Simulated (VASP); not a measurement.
Data:

```yaml
crystal:
  lattice:
    - [3.30119, 0.00000, 0.00000]
    - [0.00000, 3.89975, 0.00000]
    - [0.00000, 0.00000, 16.40155]
  atoms:
    - { symbol: Be, position: [0.75000, 0.87230, 0.57321] }
    - { symbol: Be, position: [0.25000, 0.37230, 0.42679] }
    - { symbol: Se, position: [0.25000, 0.50230, 0.55695] }
    - { symbol: Se, position: [0.75000, 0.00230, 0.44305] }
```

These are PBE GGA, VASP's PBE PAW potentials (set 64) (plane waves; VASP 6.6.1) values and carry that method's errors. Settings: 300 eV cut-off, 6×5×1 Γ-centred mesh, Fermi-Dirac smearing of 0.10 eV, potentials Be Se.

The cell holds a wide vacuum, so values per volume refer to the whole cell.

Question: What does the run give for the energy per atom (σ→0), band gap (on the k-mesh) with the smallest direct gap where there is one?

Answer: 
band gap (on the k-mesh): 0.72 eV
smallest direct gap (on the k-mesh): 0.72 eV
energy per atom (σ→0): -3.576 eV/atom

Total energies compare only between runs with the same potentials, cut-off and functional.

The cell is a sheet with vacuum, built from a generated structure.
